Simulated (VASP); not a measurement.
# CoSi2: structure and properties in VASP, part 5 of 8

Wanted: the relaxed cell of CoSi2 and its properties. The start is a cell from a database of measured crystal structures.

VASP 6.6.1, plane waves and PAW; the level of theory is named at each step.

Still holding for the runs below: This run allows spin, but its moments start at zero, where symmetry between the spins tends to hold them, which is where the search above led. Its electron count is odd, so without a moment it is a metal by construction. The k-mesh is coarse for a metal. A U on the itinerant d states of such a compound is hard to justify; it moves the bands at the Fermi level.

So far. Step 6 (Relaxing cell and atoms (PBE + U)): It ends with forces that vanish by symmetry and a pressure of -0.08 GPa. Step 7 (Second relaxation): It ends with forces that vanish by symmetry and a pressure of -0.09 GPa. The volume moved by under 0.01 %: the run met its threshold at the first step. The relaxed cell has a = 5.309 Å (conventional setting).

**8. Density, ELF and potential (PBE + U)**

Level of this step: PBE, DFT+U (Co d 4 eV), zero-moment start; plane waves and PAW (Co, Si) (VASP).

The relaxed cell gets a fresh self-consistent run, on a basis set for its own volume, to fix the density and to check the remaining stress.

INCAR

```
SYSTEM = CoSi2
PREC = Accurate
ENCUT = 400
EDIFF = 1E-06
NELM = 100
ISMEAR = 0
SIGMA = 0.05
LREAL = .FALSE.
ALGO = Normal
GGA = PE
NBANDS = 16
ISPIN = 2
MAGMOM = 0 -0 -0
LDAU = .TRUE.
LDAUTYPE = 2
LDAUL = 2 -1
LDAUU = 4 0
LDAUJ = 0 0
LDAUPRINT = 1
LASPH = .TRUE.
LMAXMIX = 4
LORBIT = 11
LWAVE = .FALSE.
LCHARG = .TRUE.
ISIF = 2
LELF = .TRUE.
LVHAR = .TRUE.
```

POSCAR

```
CoSi2
1.0
    0.0000000000      2.6544471679      2.6544471679
    2.6544471679      0.0000000000      2.6544471679
    2.6544471679      2.6544471679      0.0000000000
Co Si
1 2
Direct
    0.0000000000      0.0000000000      0.0000000000
    0.2500000000      0.2500000000      0.2500000000
    0.7500000000      0.7500000000      0.7500000000
```

KPOINTS

```
Automatic mesh
0
Gamma
6 6 6
0 0 0
```

Potentials, in the order of the species: Co and Si (PBE family, release 64).

Run with:

```console
$ mpirun -np 8 vasp_std
```

What it wrote:

```text
[banner, memory and clock lines left out]
running    8 mpi-ranks, on    1 nodes
 distrk:  each k-point on    8 cores,    1 groups
 distr:  one band on    1 cores,    8 groups

 POSCAR found type information on POSCAR CoSi
 POSCAR found :  2 types and       3 ions
 [... a notice as in an earlier step ...]

 LDA part: xc-table for (Slater+PW92), standard interpolation
 POSCAR, INCAR and KPOINTS ok, starting setup
 FFT: planning ... GRIDC
 FFT: planning ... GRID_SOFT
 FFT: planning ... GRID
 WAVECAR not read
 entering main loop
       N       E                     dE             d eps       ncg     rms          rms(c)
DAV:   1     0.557866326776E+02    0.55787E+02   -0.56465E+03  1056   0.819E+02
DAV:   2    -0.140260569342E+02   -0.69813E+02   -0.62595E+02  1144   0.182E+02
DAV:   3    -0.165447819234E+02   -0.25187E+01   -0.24861E+01  1352   0.400E+01
DAV:   4    -0.165847515153E+02   -0.39970E-01   -0.39962E-01  1160   0.483E+00
DAV:   5    -0.165859059066E+02   -0.11544E-02   -0.11544E-02  1344   0.855E-01    0.131E+01
DAV:   6    -0.178038245564E+02   -0.12179E+01   -0.10362E+01  1088   0.678E+01    0.107E+01
DAV:   7    -0.158838392781E+02    0.19200E+01   -0.50086E+00  1264   0.544E+01    0.430E+00
DAV:   8    -0.158204846757E+02    0.63355E-01   -0.29810E-01  1176   0.473E+00    0.754E-01
[... 1 cycle as in an earlier step ...]
DAV:  10    -0.158194045909E+02   -0.94790E-03   -0.29871E-03  1144   0.591E-01    0.162E-01
DAV:  11    -0.158193500196E+02    0.54571E-04   -0.24483E-04  1336   0.229E-01    0.395E-02
DAV:  12    -0.158193581040E+02   -0.80844E-05   -0.17529E-05  1096   0.357E-02    0.123E-02
DAV:  13    -0.158193579417E+02    0.16230E-06   -0.32379E-06  1208   0.160E-02
   1 F= -.15819358E+02 E0= -.15817793E+02  d E =-.313069E-02  mag=     0.0000
```

Wall time 13 s (8 MPI ranks of Intel Xeon Platinum 8259CL at 2.50GHz (Skylake/Cascade Lake), shared host); peak memory 0.83 GiB; 82 s of CPU time.

OUTCAR, selected parts (step 8):

```text
   NELECT =      17.0000    total number of electrons

atom =   1  type =  1  l = 2

 onsite density matrix

spin component  1

  0.7505  0.0000 -0.0000  0.0000 -0.0000
  0.0000  0.7505  0.0000  0.0000 -0.0000
 -0.0000  0.0000  0.8389 -0.0000  0.0000
  0.0000  0.0000 -0.0000  0.7505  0.0000
 -0.0000 -0.0000  0.0000  0.0000  0.8389

spin component  2

 occupancies and eigenvectors

  o =  0.7505  v =  1.0000  0.0000  0.0000  0.0000  0.0000  0.0000  0.0000  0.0000  0.0000  0.0000      0.0000  0.0000  0.0000  0.0000  0.0000  0.0000  0.0000  0.0000  0.0000  0.0000
  o =  0.7505  v =  0.0000 -0.0268 -0.0000  0.9996  0.0000  0.0000  0.0000  0.0000  0.0000  0.0000      0.0000  0.0000  0.0000  0.0000  0.0000  0.0000  0.0000  0.0000  0.0000  0.0000
  o =  0.7505  v =  0.0000 -0.9996 -0.0000 -0.0268 -0.0000  0.0000  0.0000  0.0000  0.0000  0.0000      0.0000  0.0000  0.0000  0.0000  0.0000  0.0000  0.0000  0.0000  0.0000  0.0000
  o =  0.7505  v =  0.0000  0.0000  0.0000  0.0000  0.0000  0.0000 -0.9876  0.0000 -0.1570  0.0000      0.0000  0.0000  0.0000  0.0000  0.0000  0.0000  0.0000  0.0000  0.0000  0.0000
  o =  0.7505  v =  0.0000  0.0000  0.0000  0.0000  0.0000  1.0000  0.0000  0.0000  0.0000  0.0000      0.0000  0.0000  0.0000  0.0000  0.0000  0.0000  0.0000  0.0000  0.0000  0.0000
  o =  0.7505  v =  0.0000  0.0000  0.0000  0.0000  0.0000  0.0000  0.1570 -0.0000 -0.9876  0.0000      0.0000  0.0000  0.0000  0.0000  0.0000  0.0000  0.0000  0.0000  0.0000  0.0000
  o =  0.8389  v =  0.0000  0.0000 -0.9885 -0.0000  0.1515  0.0000  0.0000  0.0000  0.0000  0.0000      0.0000  0.0000  0.0000  0.0000  0.0000  0.0000  0.0000  0.0000  0.0000  0.0000
  o =  0.8389  v =  0.0000 -0.0000  0.1515 -0.0000  0.9885  0.0000  0.0000  0.0000  0.0000  0.0000      0.0000  0.0000  0.0000  0.0000  0.0000  0.0000  0.0000  0.0000  0.0000  0.0000
  o =  0.8389  v =  0.0000  0.0000  0.0000  0.0000  0.0000  0.0000 -0.0000 -0.9997  0.0000 -0.0254      0.0000  0.0000  0.0000  0.0000  0.0000  0.0000  0.0000  0.0000  0.0000  0.0000
  o =  0.8389  v =  0.0000  0.0000  0.0000  0.0000  0.0000  0.0000  0.0000 -0.0254  0.0000  0.9997      0.0000  0.0000  0.0000  0.0000  0.0000  0.0000  0.0000  0.0000  0.0000  0.0000

 E-fermi :  10.4173

  Total       -0.0209574     -0.0209574     -0.0209574      0.0000000     -0.0000000      0.0000000
  in kB       -0.8976276     -0.8976276     -0.8976276      0.0000000     -0.0000000      0.0000000
  external PRESSURE =      -0.8976276 kB  Pullay stress =       0.0000000 kB

 POSITION                                       TOTAL-FORCE (eV/Angst)
 -----------------------------------------------------------------------------------
      0.00000      0.00000      0.00000        -0.000000      0.000000     -0.000000
      1.32722      1.32722      1.32722         0.000000      0.000000      0.000000
      3.98167      3.98167      3.98167        -0.000000     -0.000000     -0.000000
 -----------------------------------------------------------------------------------
    total drift:                               -0.000000      0.000000      0.000000

  FREE ENERGIE OF THE ION-ELECTRON SYSTEM (eV)
  ---------------------------------------------------
  free  energy   TOTEN  =       -15.8193579417 eV

  energy  without entropy=      -15.8162272517  energy(sigma->0) =      -15.81779260

[... 21 parts as in an earlier step ...]

[... 2 further parts left out ...]
```

With spin, VASP writes an ELF for each channel.

Numbers from this step:

```yaml
scf_cycles: 13
```

Valence electrons inside each PAW sphere by angular momentum. Sphere charges, by row:

```tsv
atom	s (e)	p (e)	d (e)	tot (e)
Co1	0.536	0.724	7.812	9.073
Si2	0.715	0.884	0	1.599
Si3	0.715	0.884	0	1.599
```

ELF of up spins in the ac plane of a cell with a along [110], b along [-110] and c along [001] of the cube at fractional y = 0.000, with atoms of Co and Si within 0.2 Å of it. It is the smooth field of the valence electrons, not physical close to the nuclei.

Values, 8 rows by 16 columns, each cell a mean:
```
0.06 0.20 0.51 0.67 0.66 0.59 0.30 0.08 0.06 0.20 0.51 0.67 0.66 0.59 0.30 0.08
0.27 0.46 0.66 0.37 0.26 0.60 0.56 0.30 0.27 0.46 0.66 0.37 0.26 0.60 0.56 0.30
0.18 0.32 0.42 0.32 0.31 0.41 0.38 0.21 0.18 0.32 0.42 0.32 0.31 0.41 0.38 0.21
0.03 0.11 0.35 0.60 0.64 0.45 0.17 0.04 0.03 0.11 0.35 0.60 0.64 0.45 0.17 0.04
0.05 0.14 0.37 0.58 0.62 0.45 0.20 0.07 0.05 0.14 0.37 0.58 0.62 0.45 0.20 0.07
0.23 0.39 0.47 0.26 0.19 0.40 0.46 0.27 0.23 0.39 0.47 0.26 0.19 0.40 0.46 0.27
0.23 0.41 0.66 0.48 0.38 0.67 0.52 0.26 0.23 0.41 0.66 0.48 0.38 0.67 0.52 0.26
0.02 0.15 0.44 0.65 0.67 0.54 0.24 0.04 0.02 0.15 0.44 0.65 0.67 0.54 0.24 0.04
```
Columns run along a (7.5 Å), rows up along c (5.3 Å), edges of the conventional cell, whose origin can differ from the input's. Atoms in or near the plane, at fractional coordinates: Co at (0.00, 0.00), Co at (0.50, 0.00), Si at (0.25, 0.25), Si at (0.75, 0.25), Si at (0.25, 0.75), Si at (0.75, 0.75).

Valence density in the ac plane of a cell with a along [110], b along [-110] and c along [001] of the cube at fractional y = 0.000, with atoms of Co and Si within 0.2 Å of it. It is the smooth field of the valence electrons, not physical close to the nuclei.

Ten steps, logarithmic in the rise over the least value, from '0' (-0.1 e/Å³) to '9' (8.2 e/Å³), each cell a mean:
```
985444445899644444469
754444444676544444456
444432344444444224444
333420243333343113433
223333333222333333332
222334332222233443322
222334332222223333222
222334332222223443222
223334333222233443322
233332333322333223332
334420344333343113433
544443444455444334445
874444445787544444457
985444445899744444479
```
Columns run along a (7.5 Å), rows up along c (5.3 Å), edges of the conventional cell, whose origin can differ from the input's. Atoms in or near the plane, at fractional coordinates: Co at (0.00, 0.00), Co at (0.50, 0.00), Si at (0.25, 0.25), Si at (0.75, 0.25), Si at (0.25, 0.75), Si at (0.75, 0.75).

Electrostatic potential energy in the ac plane of a cell with a along [110], b along [-110] and c along [001] of the cube at fractional y = 0.000, with atoms of Co and Si within 0.2 Å of it. With pseudopotentials it is smooth inside the atoms' cores, unlike the true potential.

Values in eV, 8 rows by 16 columns, each cell a mean:
```
-62 -21  -5 -11 -14  -6 -11 -50 -62 -21  -5 -11 -14  -6 -11 -50
 -3  -3 -20 -73 -85 -37  -5  -3  -3  -3 -20 -73 -85 -37  -5  -3
  2   0 -15 -58 -69 -28  -3   2   2   0 -15 -58 -69 -28  -3   2
  3   2  -1  -5  -6  -2   1   3   3   2  -1  -5  -6  -2   1   3
  3   2  -3 -11 -14  -5   1   3   3   2  -3 -11 -14  -5   1   3
  2  -1 -20 -73 -85 -37  -4   1   2  -1 -20 -73 -85 -37  -4   1
 -9  -5 -15 -58 -68 -28  -5  -7  -9  -5 -15 -58 -68 -28  -5  -7
-81 -29  -4  -5  -6  -4 -14 -67 -81 -29  -4  -5  -6  -4 -14 -67
```
Columns run along a (7.5 Å; values clipped at the 3rd and 97th percentile), rows up along c (5.3 Å), edges of the conventional cell, whose origin can differ from the input's. Atoms in or near the plane, at fractional coordinates: Co at (0.00, 0.00), Co at (0.50, 0.00), Si at (0.25, 0.25), Si at (0.75, 0.25), Si at (0.25, 0.75), Si at (0.75, 0.75).

In this run the pressure is -0.09 GPa, small enough to go on; single stress components reach 0.09 GPa.

**9. Bands along the symmetry lines (PBE + U)**

Levels along the symmetry lines show where the bands peak and cross; KPOINTS_OPT computes them in the converged potential.

INCAR: that of step 8 with these lines changed.

```diff
@@ -10,3 +10,3 @@
 GGA = PE
-NBANDS = 16
+NBANDS = 23
 ISPIN = 2
@@ -23,5 +23,3 @@
 LWAVE = .FALSE.
-LCHARG = .TRUE.
-ISIF = 2
-LELF = .TRUE.
-LVHAR = .TRUE.
+LCHARG = .FALSE.
+KPAR = 8
```

POSCAR is that of step 8.

KPOINTS is that of step 8.

KPOINTS_OPT

```
Line mode
16
Line-mode
Reciprocal
  0.00000000   0.00000000   0.00000000 GAMMA
  0.50000000   0.00000000   0.50000000 X

  0.50000000   0.00000000   0.50000000 X
  0.50000000   0.25000000   0.75000000 W

  0.50000000   0.25000000   0.75000000 W
  0.37500000   0.37500000   0.75000000 K

  0.37500000   0.37500000   0.75000000 K
  0.00000000   0.00000000   0.00000000 GAMMA

  0.00000000   0.00000000   0.00000000 GAMMA
  0.50000000   0.50000000   0.50000000 L

  0.50000000   0.50000000   0.50000000 L
  0.62500000   0.25000000   0.62500000 U

  0.62500000   0.25000000   0.62500000 U
  0.50000000   0.25000000   0.75000000 W

  0.50000000   0.25000000   0.75000000 W
  0.50000000   0.50000000   0.50000000 L

  0.50000000   0.50000000   0.50000000 L
  0.37500000   0.37500000   0.75000000 K

  0.62500000   0.25000000   0.62500000 U
  0.50000000   0.00000000   0.50000000 X
```

Run with:

```console
$ mpirun -np 8 vasp_std
```

What it wrote:

```text
[... set-up lines as in an earlier step ...]
 entering main loop
       N       E                     dE             d eps       ncg     rms          rms(c)
DAV:   1     0.632231914091E+02    0.63223E+02   -0.52984E+03  1520   0.571E+02
DAV:   2    -0.122760172742E+02   -0.75499E+02   -0.65009E+02  1710   0.153E+02
DAV:   3    -0.165267346814E+02   -0.42507E+01   -0.41143E+01  1773   0.382E+01
DAV:   4    -0.165843928068E+02   -0.57658E-01   -0.57604E-01  1712   0.420E+00
DAV:   5    -0.165858935303E+02   -0.15007E-02   -0.15007E-02  1802   0.669E-01    0.131E+01
DAV:   6    -0.178243780137E+02   -0.12385E+01   -0.64724E+00  1703   0.472E+01    0.107E+01
DAV:   7    -0.158946774560E+02    0.19297E+01   -0.31548E+00  1724   0.375E+01    0.432E+00
DAV:   8    -0.158182951918E+02    0.76382E-01   -0.17769E-01  1852   0.351E+00    0.576E-01
DAV:   9    -0.158185110558E+02   -0.21586E-03   -0.91753E-03  2255   0.805E-01    0.365E-01
DAV:  10    -0.158193498912E+02   -0.83884E-03   -0.13268E-03  1701   0.301E-01    0.821E-02
DAV:  11    -0.158193500457E+02   -0.15445E-06   -0.93481E-05  2005   0.885E-02    0.238E-02
DAV:  12    -0.158193575518E+02   -0.75062E-05   -0.72569E-06  1685   0.187E-02    0.122E-02
DAV:  13    -0.158193581299E+02   -0.57807E-06   -0.24609E-06  1703   0.113E-02
   1 F= -.15819358E+02 E0= -.15817793E+02  d E =-.313073E-02  mag=     0.0000
 Start KPOINTS_OPT (optional k-point list driver)
k-point batch [1-16\160]
       N       E                     dE             ncg
DAV:   1     0.292026441039E+04   -0.15416E+04     1472
DAV:   2     0.176084433120E+04   -0.11594E+04     1738
DAV:   3     0.169752049401E+04   -0.63324E+02     1759
DAV:   4     0.169668345896E+04   -0.83704E+00     1728
DAV:   5     0.169666081822E+04   -0.22641E-01     1755
DAV:   6     0.169665965394E+04   -0.11643E-02     2125
DAV:   7     0.169665963900E+04   -0.14947E-04     1744
DAV:   8     0.169665963827E+04   -0.72349E-06     1282
[...]
k-point batch [145-160\160]
       N       E                     dE             ncg
DAV:   1     0.272719459924E+04   -0.65963E+04     1496
DAV:   2     0.159189500309E+04   -0.11353E+04     1724
DAV:   3     0.153032513083E+04   -0.61570E+02     1720
DAV:   4     0.152945428099E+04   -0.87085E+00     1836
DAV:   5     0.152942988807E+04   -0.24393E-01     1768
DAV:   6     0.152942856299E+04   -0.13251E-02     2081
DAV:   7     0.152942854988E+04   -0.13105E-04     1849
DAV:   8     0.152942854914E+04   -0.73782E-06     1377
```

The job ended after 24 s (8 MPI ranks; peak memory 1.3 GiB; 2.5 min of CPU time).

OUTCAR, selected parts (step 9):

```text
   k-points           NKPTS =     16   k-points in BZ     NKDIM =     16   number of bands    NBANDS=     23

   NELECT =      17.0000    total number of electrons

atom =   1  type =  1  l = 2

 onsite density matrix

spin component  1

  0.7505  0.0000  0.0000  0.0000 -0.0000
  0.0000  0.7505 -0.0000  0.0000 -0.0000
  0.0000 -0.0000  0.8388  0.0000 -0.0000
  0.0000  0.0000  0.0000  0.7505 -0.0000
 -0.0000 -0.0000 -0.0000 -0.0000  0.8388

spin component  2

 occupancies and eigenvectors

  o =  0.7505  v =  0.0000 -0.9968 -0.0000  0.0796 -0.0000  0.0000  0.0000  0.0000  0.0000  0.0000      0.0000  0.0000  0.0000  0.0000  0.0000  0.0000  0.0000  0.0000  0.0000  0.0000
  o =  0.7505  v =  0.0000 -0.0796  0.0000 -0.9968 -0.0000  0.0000  0.0000  0.0000  0.0000  0.0000      0.0000  0.0000  0.0000  0.0000  0.0000  0.0000  0.0000  0.0000  0.0000  0.0000
  o =  0.7505  v =  1.0000  0.0000  0.0000  0.0000  0.0000  0.0000  0.0000  0.0000  0.0000  0.0000      0.0000  0.0000  0.0000  0.0000  0.0000  0.0000  0.0000  0.0000  0.0000  0.0000
  o =  0.7505  v =  0.0000  0.0000  0.0000  0.0000  0.0000  0.0000  0.8508 -0.0000 -0.5255  0.0000      0.0000  0.0000  0.0000  0.0000  0.0000  0.0000  0.0000  0.0000  0.0000  0.0000
  o =  0.7505  v =  0.0000  0.0000  0.0000  0.0000  0.0000  1.0000  0.0000  0.0000  0.0000  0.0000      0.0000  0.0000  0.0000  0.0000  0.0000  0.0000  0.0000  0.0000  0.0000  0.0000
  o =  0.7505  v =  0.0000  0.0000  0.0000  0.0000  0.0000  0.0000 -0.5255 -0.0000 -0.8508 -0.0000      0.0000  0.0000  0.0000  0.0000  0.0000  0.0000  0.0000  0.0000  0.0000  0.0000
  o =  0.8388  v =  0.0000  0.0000  0.0000  0.0000  0.0000  0.0000 -0.0000  0.4996 -0.0000  0.8662      0.0000  0.0000  0.0000  0.0000  0.0000  0.0000  0.0000  0.0000  0.0000  0.0000
  o =  0.8388  v =  0.0000  0.0000  0.0000  0.0000  0.0000  0.0000  0.0000  0.8662 -0.0000 -0.4996      0.0000  0.0000  0.0000  0.0000  0.0000  0.0000  0.0000  0.0000  0.0000  0.0000
  o =  0.8388  v =  0.0000  0.0000  0.3382  0.0000 -0.9411  0.0000  0.0000  0.0000  0.0000  0.0000      0.0000  0.0000  0.0000  0.0000  0.0000  0.0000  0.0000  0.0000  0.0000  0.0000
  o =  0.8388  v =  0.0000 -0.0000  0.9411  0.0000  0.3382  0.0000  0.0000  0.0000  0.0000  0.0000      0.0000  0.0000  0.0000  0.0000  0.0000  0.0000  0.0000  0.0000  0.0000  0.0000

 E-fermi :  10.4174

 spin component 1
 k-point     1 :       0.0000    0.0000    0.0000
  band No.  band energies     occupation
    ...
      2       5.9855      1.00000
      3       5.9855      1.00000
      4       5.9855      1.00000
      5       7.8595      1.00000
      6       7.8595      1.00000
      7      11.3911      0.00000
      8      13.8058      0.00000
      9      13.8058      0.00000
     10      13.8058      0.00000
     11      13.9790      0.00000
    ...

 k-point     2 :       0.1667    0.0000    0.0000
  band No.  band energies     occupation
    ...
      2       5.1063      1.00000
      3       6.1314      1.00000
      4       6.1314      1.00000
      5       7.7758      1.00000
      6       7.7758      1.00000
      7      10.5232      0.00139
      8      12.3877      0.00000
      9      12.3877      0.00000
     10      12.3905      0.00000
     11      14.7601      0.00000
    ...

  Total       -0.0284616     -0.0284616     -0.0284616     -0.0000000     -0.0000000     -0.0000000
  in kB       -1.2190411     -1.2190411     -1.2190411     -0.0000000     -0.0000000     -0.0000000
  external PRESSURE =      -1.2190411 kB  Pullay stress =       0.0000000 kB

 POSITION                                       TOTAL-FORCE (eV/Angst)
 -----------------------------------------------------------------------------------
      0.00000      0.00000      0.00000         0.000000     -0.000000      0.000000
      1.32722      1.32722      1.32722        -0.000000     -0.000000     -0.000000
      3.98167      3.98167      3.98167         0.000000      0.000000      0.000000
 -----------------------------------------------------------------------------------
    total drift:                               -0.000000      0.000000      0.000000

  FREE ENERGIE OF THE ION-ELECTRON SYSTEM (eV)
  ---------------------------------------------------
  free  energy   TOTEN  =       -15.8193581299 eV

  energy  without entropy=      -15.8162273995  energy(sigma->0) =      -15.81779276

 magnetization (x)
# of ion       s       p       d       tot
------------------------------------------
    1        0.000   0.000   0.000   0.000
    2        0.000   0.000   0.000   0.000
    3        0.000   0.000   0.000   0.000
--------------------------------------------------
tot          0.000   0.000   0.000   0.000

[... 8 parts as in an earlier step ...]

[... 10 further parts left out ...]
```

This step gave:

```
bands    : 23
pressure : -0.1219 GPa
```

Both spin channels agree. Electronic bands along the path, in eV, zero at the Fermi level; # counts the bands kept in this run:

```tsv
point	#6	#7	#8	#9	#10	#11	#12	#13
Γ	-2.56	0.97	3.39	3.39	3.39	3.56	3.56	3.56
0.47 of the way	-2.31	-0.22	-0.22	-0.02	1.37	3.21	5.98	6.95
X	-2.33	-2.30	-2.30	-1.99	1.51	2.77	8.56	9.76
0.47 of the way	-2.34	-2.30	-2.08	-1.55	1.95	3.56	6.41	9.73
W	-2.57	-2.30	-2.06	-1.16	3.66	3.66	5.82	6.69
0.47 of the way	-2.55	-2.17	-1.94	-1.23	2.54	4.80	5.23	7.94
K	-2.58	-2.08	-1.69	-1.45	1.88	4.97	5.86	7.79
0.47 of the way	-2.30	-1.84	-0.79	0.99	2.88	3.82	3.91	6.18
Γ	-2.56	0.97	3.39	3.39	3.39	3.56	3.56	3.56
0.47 of the way	-2.66	-0.80	1.36	1.36	2.33	3.94	3.94	4.78
L	-2.17	-2.17	-0.45	-0.45	2.73	3.29	3.29	4.54
0.53 of the way	-2.43	-2.14	-1.25	-0.90	2.07	4.40	5.54	7.01
U	-2.58	-2.08	-1.69	-1.45	1.88	4.97	5.86	7.79
0.53 of the way	-2.55	-2.17	-1.94	-1.23	2.54	4.80	5.23	7.94
W	-2.57	-2.30	-2.06	-1.16	3.66	3.66	5.82	6.69
0.47 of the way	-2.41	-2.21	-1.41	-0.94	2.62	3.62	6.73	7.34
L	-2.17	-2.17	-0.45	-0.45	2.73	3.29	3.29	4.54
0.53 of the way	-2.43	-2.14	-1.25	-0.90	2.07	4.40	5.54	7.01
K	-2.58	-2.08	-1.69	-1.45	1.88	4.97	5.86	7.79
jump to U	-2.58	-2.08	-1.69	-1.45	1.88	4.97	5.86	7.79
0.53 of the way	-2.36	-2.26	-1.97	-1.87	1.67	3.21	7.35	9.19
X	-2.33	-2.30	-2.30	-1.99	1.51	2.77	8.56	9.76
```

Of the projections kept (Co, Si), the largest for each band there, as a share of the weight inside these atoms' spheres; weight between the spheres isn't counted:

```tsv
point	#6	#7	#8	#9	#10	#11	#12	#13
Γ	Co 1.00	Si 1.00	Co 0.66	Co 0.66	Co 0.66	Co 0.92	Co 0.92	Co 0.92
X	Co 0.98	Co 0.96	Co 0.96	Co 1.00	Co 0.79	Co 0.99	-	Si 0.82
W	Co 0.86	Co 0.96	Co 1.00	Co 0.93	Si 0.51	Si 0.51	Co 0.87	Co 0.81
K	Co 0.94	Co 0.95	Co 0.95	Co 0.89	Co 0.75	Co 0.77	Si 0.65	Si 0.83
Γ	Co 1.00	Si 1.00	Co 0.66	Co 0.66	Co 0.66	Co 0.92	Co 0.92	Co 0.92
L	Co 1.00	Co 1.00	Si 0.61	Si 0.61	Si 1.00	Co 0.69	Co 0.69	Co 0.54
```

There is no gap at this level.

Of the bands kept, 3 cross the Fermi level on this path.

(Part 5 of 8 ends here.)

[Lines on the potential files, build, host, timing and source positions are cut from VASP's logs without a mark.]

[Logs are printed without paths, hosts, clocks, repeated set-up lines and the standing remarks that a program may print on its own settings, such as how far it seeks lower states.]

[Hosts, paths, dates, database ids (printed as entryN), source tags and the programs' standing remarks are cut or masked in the printed files.]

[A measured line is paired with the nearest computed mode of its activity, which favours agreement.]

[In band tables of VASP the shares of atoms and orbitals are scaled to a sum of 1 inside the atoms' spheres.]
